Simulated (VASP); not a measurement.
Output of a VASP run:

OSZICAR:
```
       N       E                     dE             d eps       ncg     rms          rms(c)
DAV:   1     0.433793710021E+02    0.43379E+02   -0.57381E+03  2296   0.108E+03
DAV:   2    -0.310735249225E+01   -0.46487E+02   -0.43599E+02  2238   0.200E+02
DAV:   3    -0.348313779252E+01   -0.37579E+00   -0.37552E+00  2578   0.192E+01
DAV:   4    -0.348413473085E+01   -0.99694E-03   -0.99692E-03  2484   0.104E+00
DAV:   5    -0.348414087882E+01   -0.61480E-05   -0.61465E-05  2415   0.786E-02    0.832E+00
DAV:   6    -0.323634023930E+01    0.24780E+00   -0.83233E-01  2206   0.889E+00    0.541E+00
DAV:   7    -0.322008028903E+01    0.16260E-01   -0.65015E-02  2294   0.246E+00    0.268E+00
DAV:   8    -0.321810136103E+01    0.19789E-02   -0.12218E-03  2286   0.364E-01    0.211E-01
DAV:   9    -0.321809305386E+01    0.83072E-05   -0.52751E-06  2432   0.246E-02    0.132E-02
DAV:  10    -0.321809913680E+01   -0.60829E-05   -0.29419E-06  2415   0.224E-02    0.325E-03
DAV:  11    -0.321809903385E+01    0.10295E-06   -0.39245E-08  1777   0.188E-03    0.386E-04
DAV:  12    -0.321809899848E+01    0.35372E-07   -0.35674E-09  1154   0.688E-04
   1 F= -.38695036E+01 E0= -.38693541E+01  d E =-.448548E-03
```

### OUTCAR
```
------------------------ aborting loop because EDIFF is reached ----------------------------------------
 Edisp (eV)   -0.65140
  FORCE on cell =-STRESS in cart. coord.  units (eV):
  Direction    XX          YY          ZZ          XY          YZ          ZX
  --------------------------------------------------------------------------------------
  Total      -0.45329    -0.45329    -0.45329    -0.00000    -0.00000     0.00000
  in kB     -41.00287   -41.00287   -41.00287    -0.00000    -0.00000     0.00000
  external pressure =      -41.00 kB  Pullay stress =        0.00 kB
  volume of cell :       17.71
      direct lattice vectors                 reciprocal lattice vectors
     0.000000000  2.068930940  2.068930940    -0.241670706  0.241670706  0.241670706
     2.068930940  0.000000000  2.068930940     0.241670706 -0.241670706  0.241670706
     2.068930940  2.068930940  0.000000000     0.241670706  0.241670706 -0.241670706
 POSITION                                       TOTAL-FORCE (eV/Angst)
 -----------------------------------------------------------------------------------
      0.00000      0.00000      0.00000         0.000000     -0.000000     -0.000000
 -----------------------------------------------------------------------------------
    total drift:                                0.000000      0.000000      0.000000
  FREE ENERGIE OF THE ION-ELECTRON SYSTEM (eV)
  ---------------------------------------------------
  free  energy   TOTEN  =        -3.8695036468 eV

  energy  without entropy=       -3.8690550990  energy(sigma->0) =       -3.86935413
```
(Selected blocks of OUTCAR.)

**POSCAR**
```
Au
1
    0.0000000000     2.0689309401     2.0689309401
    2.0689309401     0.0000000000     2.0689309401
    2.0689309401     2.0689309401     0.0000000000
Au
1
Direct
  0.0000000000   0.0000000000   0.0000000000
```

Question: Reconstruct the remaining input files.

Answer: Several could match; the one computed here: the input of the run itself, PBE GGA with D3 dispersion (zero damping), plane waves, VASP's PBE PAW potentials (set 64).

INCAR:
```
# general
SYSTEM  = Au
PREC    = Accurate
ENCUT   = 520   # plane-wave cut-off (eV)
LREAL   = .FALSE.   # projection in real space or not
LASPH   = .TRUE.   # aspherical one-centre terms

# electronic loop
EDIFF   = 1E-7   # SCF stop (eV)
NELM    = 100   # most electronic steps
ALGO    = Normal   # blocked Davidson
LMAXMIX = 6   # l cut-off of mixed one-centre charges

# smearing
ISMEAR  = 1
SIGMA   = 0.1

# functional
GGA     = PE
IVDW    = 11   # D3, zero damping

# ions
ISIF    = 2   # forces and stress, cell fixed

# output
LWAVE   = .FALSE.
LCHARG  = .FALSE.
```

### KPOINTS
```
Automatic mesh
0
Gamma
15 15 15
0 0 0
```

POTCAR, in this order: Au (PBE.64 set). Program: vasp_std.

The compound is Au in the fcc structure. This cell is one point of a volume scan, at 1.03 of the reference volume.
